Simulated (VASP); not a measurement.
OSZICAR of a VASP run on AlSn2 (space group Fd-3m):

OSZICAR:
```
       N       E                     dE             d eps       ncg     rms          rms(c)
DAV:   1     0.517464218641E+03    0.51746E+03   -0.22856E+04   750   0.173E+03
DAV:   2     0.466000957620E+02   -0.47086E+03   -0.46128E+03   740   0.479E+02
DAV:   3    -0.176034239443E+02   -0.64204E+02   -0.62218E+02   839   0.171E+02
DAV:   4    -0.204326523479E+02   -0.28292E+01   -0.28099E+01   854   0.401E+01
DAV:   5    -0.205065098517E+02   -0.73858E-01   -0.73795E-01  1038   0.588E+00    0.420E+00
DAV:   6    -0.203394694822E+02    0.16704E+00   -0.20939E-01   833   0.281E+00    0.226E+00
DAV:   7    -0.202967125776E+02    0.42757E-01   -0.11534E-01   847   0.246E+00    0.562E-01
DAV:   8    -0.202935947860E+02    0.31178E-02   -0.15704E-02   846   0.747E-01    0.149E-01
DAV:   9    -0.202935811331E+02    0.13653E-04   -0.14005E-03  1041   0.220E-01    0.463E-02
DAV:  10    -0.202935867427E+02   -0.56096E-05   -0.26874E-04   952   0.164E-01    0.278E-02
DAV:  11    -0.202935860242E+02    0.71855E-06   -0.10932E-05   785   0.209E-02    0.210E-02
DAV:  12    -0.202935790707E+02    0.69535E-05   -0.12222E-05   984   0.394E-02    0.290E-03
DAV:  13    -0.202935796720E+02   -0.60138E-06   -0.42694E-07   505   0.507E-03
   1 F= -.20293580E+02 E0= -.20244129E+02  d E =-.989014E-01
```

Q: Which electronic solver shows in the log?

A: It is blocked Davidson (ALGO = Normal, or the opening steps of other solvers). The INCAR had ALGO = Normal.

Q: Can the final energy be trusted as converged?

A: The run converged. It stopped with EDIFF = 1E-6, NELM = 100 (PBE GGA, plane waves, VASP's PBE PAW potentials (set 64)).

The structure was generated: AlSn2 was put into an ordered model structure, which need not be its known phase. The cell was not relaxed at this level.
